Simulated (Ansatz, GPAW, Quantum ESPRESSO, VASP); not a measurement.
**Code comparison for Sb (Pm-3m, 1 atom in the cell)**

Self-consistent single point.

```
Sb
1.0
    3.15148     0.00000     0.00000
    0.00000     3.15148     0.00000
    0.00000     0.00000     3.15148
Sb
1
Direct
  0.00000   0.00000   0.00000
```

All programs got the same cell, k-point mesh and kind of occupations (in Ansatz's words: kpoints.mp_grid.grid = 14 14 14; scf.occupations.method = gaussian; scf.occupations.width = 0.02 Ry); potentials, basis and cutoffs are each program's usual ones.

```csv
code,model,pressure (GPa),cutoff
GPAW,"PBEsol, GPAW PAW datasets PBEsol (made by gpaw-setup)",-4.68,600 eV
Quantum ESPRESSO,"PBEsol, GBRV 1.5 ultrasoft (PBESOL) pseudopotentials",-4.39,40 Ry
Ansatz,"PBEsol, default PAW files made with PBE",-4.46,default
VASP,"PBEsol, VASP's PBE PAW potentials (set 64)",-4.39,300 eV
```

The spread over the programs that give each value: pressure within 0.29 GPa.

The starting cell comes from a database of computed structures (which also holds hypothetical and non-ambient phases and stackings), without a prior relaxation at this level. Its lattice was rescaled by a random factor within 2.5 % of one. On Ansatz's run: Spin-orbit coupling is off. In the base run, with a pressure of about -4 GPa the cell is away from its equilibrium volume at this level.

Q: Why do the programs differ, and what cannot be compared?

A: Differences of this kind can come from the potentials, where these differ, and from what each basis and cutoff leave unconverged. The valence holds different numbers of electrons (GPAW 15, Quantum ESPRESSO 15, Ansatz (a program for electronic structure) 15, VASP 5). The zero of total energies and Fermi levels follows the potentials and each program's conventions, so they are not compared here. Ansatz's pressure is given at a fixed set of plane waves, as the other plane-wave codes print theirs; with its correction for the finite basis it is -4.43 GPa. Ansatz's smearing width was typed in Ry to four decimals, so it matches the others to a few per cent.

VASP's run is marked for a possible Pulay error in its stress at this cutoff; no cutoff test was made.

Left out of this page: ABINIT, CP2K, Elk, FLEUR and SIESTA (not drawn, or without a comparable value).

Keys are those of Ansatz 0.2.
